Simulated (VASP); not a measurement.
## WSe (relaxed from the NiAs type structure, space group P6_3/mmc): computed properties

Calculation: PBEsol GGA, VASP's PBE PAW potentials (set 64) (plane waves; VASP).

```yaml
space_group: P6_3/mmc (194)
cell: a = 3.1027 Å, b = 3.1027 Å, c = 7.6623 Å, α = 90.00°, β = 90.00°, γ = 120.00°
volume_per_atom: 15.97 Å³/atom
band gap (over mesh and band path): none (metal, semimetal or under 0.01 eV)
density: 13.66 g/cm³
```

WSe is modelled in the hexagonal space group P6₃/mmc (No. 194), the NiAs type structure, Pearson symbol hP4. Lattice parameters: a = b = 3.103 Å, c = 7.662 Å, α = β = 90.00°, γ = 120.00°. W on 2a is coordinated by 6 Se at 2.623 Å. Se on 2c has 6 W at 2.623 Å (trigonal prismatic). (Neighbours: up to the widest gap in distance over summed covalent radii, below 1.35, at either atom; cation-cation and far metal-metal contacts left out.)

Unless said otherwise, spin-orbit coupling is left out, though it shifts the bands of the heavy elements here.

The structure was generated: WSe was put into the NiAs type type (P6_3/mmc), which need not be its known phase. It was relaxed first, which changed the volume by -42 %. Symmetry was kept, so distortions that lower it aren't found.
